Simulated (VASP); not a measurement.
```
CELL_PARAMETERS angstrom
      2.49209     0.00000     0.00000
      0.00000     2.49209     0.00000
      0.00000     0.00000     2.49209
ATOMIC_POSITIONS crystal
  Ru 0.00000 0.00000 0.00000
```

Calculation: r2SCAN meta-GGA, VASP's PBE PAW potentials (set 64) (plane waves; VASP 6.6.1). Run with 480 eV cut-off, 14×14×14 Γ-centred mesh, first-order Methfessel-Paxton smearing of 0.10 eV, potentials Ru_pv.

Energy and stress use the plane-wave basis of the starting cell.

**Question.** The ions, cell shape and volume at an external pressure of 15.0 GPa are relaxed. Predict the relaxed structure.

**Answer.** 
```
CELL_PARAMETERS angstrom
      2.45003     0.00000     0.00000
      0.00000     2.45003     0.00000
      0.00000     0.00000     2.45003
ATOMIC_POSITIONS crystal
  Ru 0.00000 0.00000 0.00000
```
Space group Pm-3m (221), at a tolerance of 0.03 Å.

**Question.** How do energy and volume change from the first to the last step?

**Answer.** The energy (σ→0) changes by +36.5 meV/atom and the volume by -5.0 %, in 7 ionic steps.

The structure was generated: Ru was put into the simple-cubic type (Pm-3m), which need not be its known phase. This run relaxes it under an external pressure of 15 GPa. Symmetry was kept, so distortions that lower it aren't found.
